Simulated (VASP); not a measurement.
Computed with PBE GGA, VASP's PBE PAW potentials (set 64) (plane waves; VASP).

VASP ran on this input.

**INCAR**
```
! general
SYSTEM  = Re
PREC    = Accurate
ENCUT   = 480
LREAL   = .FALSE.
LASPH   = .TRUE.

! electronic loop
EDIFF   = 1E-7
NELM    = 100
ALGO    = Normal
LMAXMIX = 6

! smearing
ISMEAR  = 1
SIGMA   = 0.1

! functional
GGA     = PE

! ions
IBRION  = 2
NSW     = 40
ISIF    = 3
EDIFFG  = -0.01
PSTRESS = 200

! output
LWAVE   = .FALSE.
LCHARG  = .FALSE.
```

POSCAR:
```
Re
1
    1.3861266704    -2.4008417029    -0.0000000000
    1.3861266704     2.4008417029     0.0000000000
    0.0000000000     0.0000000000     4.4856314381
Re
2
Direct
  0.3333330000   0.6666670000   0.2500000000
  0.6666670000   0.3333330000   0.7500000000
```

File KPOINTS:
```
Regular mesh
0
G
14 14 8
0 0 0
```

POTCAR, in this order: Re (PBE.64 set). Program: vasp_std.

Energy and stress use the plane-wave basis of the starting cell. Unless said otherwise, spin-orbit coupling is left out, though it shifts the bands of the heavy elements here.

Q: Predict the energy per atom (σ→0), volume per atom, band gap (on the k-mesh).

A: 
```json
{
  "energy per atom (σ→0)": "-12.385 eV/atom",
  "band gap (on the k-mesh)": "none (metal, semimetal or under 0.01 eV)",
  "volume_per_atom": "14.23 Å³/atom"
}
```

OSZICAR:
```
...
DAV:   4    -0.247700323403E+02   -0.14243E-07   -0.27447E-07  2977   0.694E-03
   6 F= -.21216938E+02 E0= -.21217202E+02  d E =-.782506E-06
       N       E                     dE             d eps       ncg     rms          rms(c)
DAV:   1    -0.247700558975E+02   -0.23571E-04   -0.55016E-04  4012   0.867E-01    0.132E-02
DAV:   2    -0.247700511994E+02    0.46981E-05   -0.64430E-06  4779   0.347E-02    0.637E-03
DAV:   3    -0.247700497613E+02    0.14382E-05   -0.26087E-06  4437   0.248E-02    0.160E-03
DAV:   4    -0.247700497826E+02   -0.21298E-07   -0.28750E-07  1944   0.691E-03
   7 F= -.21216943E+02 E0= -.21217199E+02  d E =-.590562E-05
```

The compound is Re in the hcp structure. This run relaxes it under an external pressure of 20 GPa. Symmetry was kept, so distortions that lower it aren't found.
